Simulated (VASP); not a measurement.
Here is the system:

```
LiH
1.0
    0.00000     1.99123     1.99123
    1.99123     0.00000     1.99123
    1.99123     1.99123     0.00000
Li H
1 1
Cartesian
  0.00000   0.00000   0.00000
  1.99123   1.99123   1.99123
```

All values below come from r2SCAN meta-GGA, VASP's PBE PAW potentials (set 64) (plane waves; VASP). Numerical set-up: 520 eV cut-off, 13×13×13 Γ-centred mesh, tetrahedra with Blöchl corrections, potentials Li_sv H.

Task: Give the energies of bands 2 to 4 at the high-symmetry points, in eV from the valence-band maximum.

Result: 
```
band      Γ      X      U      L      W
----  -----  -----  -----  -----  -----
2     -5.52   0.00  -0.53  -2.69  -0.25
3     17.91   3.57   4.78   5.72   5.98
4     19.61  11.84   8.47  15.12   5.99
```

The gap is direct, 3.57 eV, from the valence maximum at X to the conduction minimum at X.

The structure was generated: LiH was put into the rock salt type (Fm-3m), which need not be its known phase. It was relaxed first, which changed the volume by +56 %.
